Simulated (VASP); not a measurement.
```xyz
5
Lattice="4.7461 0.0000 0.0000 0.0000 4.7461 0.0000 0.0000 0.0000 4.7461" Properties=species:S:1:pos:R:3 pbc="T T T"
Lu     2.3730     0.0000     2.3730
Lu     0.0000     2.3730     2.3730
Lu     2.3730     2.3730     0.0000
Tl     0.0000     0.0000     0.0000
C      2.3730     2.3730     2.3730
```

Computed with PBEsol GGA, VASP's PBE PAW potentials (set 64) (plane waves; VASP 6.6.1). Settings: 400 eV cut-off, 5×5×5 Γ-centred mesh, Gaussian smearing of 0.14 eV, potentials Lu_3 Tl_d C.

At this cut-off the stress carries a Pulay error, which pulls relaxed volumes low. Unless said otherwise, spin-orbit coupling is left out, though it shifts the bands of the heavy elements here.

Estimate the energy per atom (σ→0), pressure, band gap (on the k-mesh) with the smallest direct gap where there is one.

| Quantity | Value |
|---|---|
| band gap (on the k-mesh) | none (metal, semimetal or under 0.01 eV) |
| energy per atom (σ→0) | -5.966 eV/atom |
| pressure | -1.91 GPa |

The structure comes from a computed database's Lu3TlC entry (Pm-3m); how it stands against other phases isn't given here. The cell was not relaxed at this level.
